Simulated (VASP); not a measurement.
Au:

```
CELL_PARAMETERS angstrom
0.00000 2.05850 2.05850
2.05850 0.00000 2.05850
2.05850 2.05850 0.00000
ATOMIC_POSITIONS crystal
Au 0.00000 0.00000 0.00000
```

| Quantity | Value |
| --- | --- |
| Program | VASP 6.6.1 |
| Task | relaxation of cell and atoms |
| Functional | PBEsol |
| Potentials or basis | VASP PAW PBE potentials, release 64 (Au) |
| Cutoff | 600 eV |
| k mesh | 6 × 6 × 6 |
| Occupations | gaussian, width 0.1 eV |
| Spin | no spin polarisation |

At the start: pressure -3.0 GPa; volume 17.45 Å³/atom.

How do energy, volume and symmetry change on relaxing?

Over 3 steps the energy falls by 3.1 meV/atom and the volume is 17.13 Å³/atom (-1.8 %); space group Fm-3m (No. 225, to 0.05 Å).

The path:
| step | energy change (eV) | largest force (eV/Å) | pressure (GPa) | volume (Å³) |
| --- | --- | --- | --- | --- |
| 1 | 0.0000 | 0.0000 | -3.04 | 17.45 |
| 2 | 0.0055 | 0.0000 | 5.67 | 16.62 |
| 3 | -0.0031 | 0.0000 | -0.04 | 17.13 |

Final structure:
```cif
data_structure
_symmetry_space_group_name_H-M 'P 1'
_symmetry_Int_Tables_number 1
_cell_length_a 2.8935
_cell_length_b 2.8935
_cell_length_c 2.8935
_cell_angle_alpha 60.000
_cell_angle_beta 60.000
_cell_angle_gamma 60.000
_cell_volume 17.13
loop_
_atom_site_label
_atom_site_type_symbol
_atom_site_fract_x
_atom_site_fract_y
_atom_site_fract_z
_atom_site_occupancy
Au1 Au 0.00000 0.00000 0.00000 1
```

Caveat: the k mesh is coarse (spacing up to 0.44 Å⁻¹), so the values aren't converged; the PAW data sets were made with another functional, which shifts forces and pressure a little.
